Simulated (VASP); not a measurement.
# CoSi (P2_13) in VASP: notebook, part 2 of 2

VASP 6.6.1. Earlier steps stand in the parts before.

**4. Relaxation of cell and atoms, PBE**

INCAR

```
  PREC = Accurate
  ENCUT = 600
  EDIFF = 1E-6
  ISMEAR = 1
  SIGMA = 0.1
  LREAL = F
  LASPH = T
  NELM = 80
  ALGO = Normal
  ISIF = 3
  LWAVE = F
  LCHARG = F
  GGA = PE
  IBRION = 2
  NSW = 90
  EDIFFG = -0.01
  KPAR = 4
```

KPOINTS

```
Automatic mesh
0
Gamma
  8 8 8
```

POSCAR

```
CoSi
1.0
    4.4380000000      0.0000000000      0.0000000000
    0.0000000000      4.4380000000      0.0000000000
    0.0000000000      0.0000000000      4.4380000000
Co Si
4 4
Direct
    0.1400000000      0.1400000000      0.1400000000
    0.3600000000      0.8600000000      0.6400000000
    0.6400000000      0.3600000000      0.8600000000
    0.8600000000      0.6400000000      0.3600000000
    0.8430000000      0.8430000000      0.8430000000
    0.6570000000      0.1570000000      0.3430000000
    0.3430000000      0.6570000000      0.1570000000
    0.1570000000      0.3430000000      0.6570000000
```

Potentials or basis: VASP PAW PBE potentials, release 64 (Co, Si).

On the command line:

```bash
$ cat potpaw_PBE.64/Co/POTCAR potpaw_PBE.64/Si/POTCAR > POTCAR
$ mpirun -np 4 vasp_std > vasp.out
```

OUTCAR:

```text
PREC = Accurate
   ENCUT = 600
   EDIFF = 1E-6
   ISMEAR = 1
   LREAL = F
   LASPH = T
   NELM = 80
   ISIF = 3
   GGA = PE
   IBRION = 2
   NSW = 90
   EDIFFG = -0.01

 ion  position               nearest neighbor table
   1  0.140  0.140  0.140-   5 2.28   6 2.33   7 2.33   8 2.33   7 2.47   8 2.47   6 2.47   2 2.72
                             4 2.72   2 2.72   4 2.72   3 2.72   3 2.72
   2  0.360  0.860  0.640-   6 2.28   5 2.33   7 2.33   8 2.33   7 2.47   8 2.47   5 2.47   1 2.72
                             3 2.72   1 2.72   3 2.72   4 2.72   4 2.72
   3  0.640  0.360  0.860-   7 2.28   6 2.33   5 2.33   8 2.33   8 2.47   6 2.47   5 2.47   4 2.72
                             2 2.72   2 2.72   4 2.72   1 2.72   1 2.72
   4  0.860  0.640  0.360-   8 2.28   6 2.33   7 2.33   5 2.33   6 2.47   5 2.47   7 2.47   3 2.72
                             1 2.72   1 2.72   3 2.72   2 2.72   2 2.72
   5  0.843  0.843  0.843-   1 2.28   2 2.33   3 2.33   4 2.33   3 2.47   4 2.47   2 2.47   6 2.75
[... 469 lines left out ...]

 E-fermi :  12.1071     XC(G=0): -12.8718

 val. band max:       12.1037555165   @ k =   0.1250   0.1250   0.1250
 cond. band min:      12.1138745564   @ k =   0.0000   0.0000   0.0000
 fundamental gap:      0.0101190400
 Fermi energy:        12.1071090832

 k-point     1 :       0.0000    0.0000    0.0000
  band No.  band energies     occupation
      1      -1.5576      2.00000
      2       3.9399      2.00000
      3       3.9399      2.00000
      4       3.9399      2.00000
      5       6.6406      2.00000
      6       6.6406      2.00000
[... 805 lines left out ...]
     30      14.1112      0.00000
     31      14.9641      0.00000

 [... further k-points ...]

------------------------ aborting loop because EDIFF is reached ----------------------------------------

  FORCE on cell =-STRESS in cart. coord.  units (eV):
  Direction    XX          YY          ZZ          XY          YZ          ZX
  --------------------------------------------------------------------------------------
  -------------------------------------------------------------------------------------
  Total        0.0050848      0.0050848      0.0050848      0.0000000      0.0000000      0.0000000
  in kB        0.0937459      0.0937459      0.0937459      0.0000000      0.0000000      0.0000000
  external PRESSURE =       0.0937459 kB  Pullay stress =       0.0000000 kB
[... 23 lines left out ...]
  FREE ENERGIE OF THE ION-ELECTRON SYSTEM (eV)
  ---------------------------------------------------
  free  energy   TOTEN  =       -54.7470973850 eV

  energy  without entropy=      -54.7499701017  energy(sigma->0) =      -54.74805496

 reached required accuracy - stopping structural energy minimisation
```

OSZICAR:

```text
N       E                     dE             d eps       ncg     rms          rms(c)
DAV:   1     0.377928254237E+03    0.37793E+03   -0.24832E+04  2790   0.216E+03
DAV:   2    -0.249779364595E+02   -0.40291E+03   -0.39364E+03  2790   0.429E+02
DAV:   3    -0.588151714849E+02   -0.33837E+02   -0.32825E+02  3230   0.145E+02
[... 57 lines left out ...]
       N       E                     dE             d eps       ncg     rms          rms(c)
DAV:   1    -0.547470975276E+02   -0.71579E-04   -0.27559E-03  2790   0.324E-01    0.302E-02
DAV:   2    -0.547471148404E+02   -0.17313E-04   -0.35383E-04  4479   0.218E-01    0.316E-02
DAV:   3    -0.547470981799E+02    0.16661E-04   -0.11769E-04  4053   0.134E-01    0.937E-03
DAV:   4    -0.547470973850E+02    0.79484E-06   -0.35440E-06  2529   0.193E-02
   7 F= -.54747097E+02 E0= -.54748055E+02  d E =-.544274E-03
```

CONTCAR:

```text
CoSi
   1.00000000000000
     4.4294053314240056    0.0000000000000000    0.0000000000000000
     0.0000000000000000    4.4294053314240056    0.0000000000000000
     0.0000000000000000   -0.0000000000000000    4.4294053314240056
  Co              Si
     4     4
Direct
     0.1451145232526219    0.1451145232526219    0.1451145232526219
     0.3548854767473780    0.8548854767473780    0.6451145232526220
     0.6451145232526220    0.3548854767473780    0.8548854767473780
     0.8548854767473780    0.6451145232526220    0.3548854767473780
     0.8432104053820318    0.8432104053820318    0.8432104053820318
     0.6567895946179682    0.1567895946179681    0.3432104053820319
     0.3432104053820319    0.6567895946179682    0.1567895946179681
     0.1567895946179681    0.3432104053820319    0.6567895946179682

  0.00000000E+00  0.00000000E+00  0.00000000E+00
  0.00000000E+00  0.00000000E+00  0.00000000E+00
  0.00000000E+00  0.00000000E+00  0.00000000E+00
  0.00000000E+00  0.00000000E+00  0.00000000E+00
  0.00000000E+00  0.00000000E+00  0.00000000E+00
  0.00000000E+00  0.00000000E+00  0.00000000E+00
  0.00000000E+00  0.00000000E+00  0.00000000E+00
  0.00000000E+00  0.00000000E+00  0.00000000E+00
```

It took 2.7 min on 4 MPI ranks of Intel Xeon Platinum 8259CL at 2.50GHz (Skylake/Cascade Lake), shared host; peak memory 0.28 GiB.

What came out:

```
Free energy                            : -54.7471 eV
Relaxed volume                         : 10.86 Å³/atom
Relaxed cell                           : a = 4.429 Å, b = 4.429 Å, c = 4.429 Å, α = 90.00°, β = 90.00°, γ = 90.00°
Space group after relaxing (to 0.05 Å) : P2_13 (No. 198)
Energy gained by relaxing              : 2.8 meV/atom
Ionic steps                            : 7
Pressure after relaxing                : 0.0 GPa
Band gap on the k mesh                 : none (metal or under the smearing width)
```

The path:
```tsv
step	energy change (eV)	largest force (eV/Å)	pressure (GPa)	volume (Å³)
1	0.0000	0.2729	-0.44	87.41
2	-0.0125	0.1891	0.20	87.04
3	-0.0191	0.0835	1.30	86.47
4	-0.0192	0.0697	-1.29	87.40
5	-0.0220	0.0595	-0.03	86.94
6	-0.0225	0.0204	0.02	86.91
7	-0.0225	0.0007	0.01	86.90
```

Final structure:
```xyz
8
Lattice="4.4294 0.0000 0.0000 0.0000 4.4294 0.0000 0.0000 0.0000 4.4294" Properties=species:S:1:pos:R:3 pbc="T T T"
Co    0.6428    0.6428    0.6428
Co    1.5719    3.7866    2.8575
Co    2.8575    1.5719    3.7866
Co    3.7866    2.8575    1.5719
Si    3.7349    3.7349    3.7349
Si    2.9092    0.6945    1.5202
Si    1.5202    2.9092    0.6945
Si    0.6945    1.5202    2.9092
```

Spin polarisation is off, so any magnetic state and its effect on volume and gap are missing.
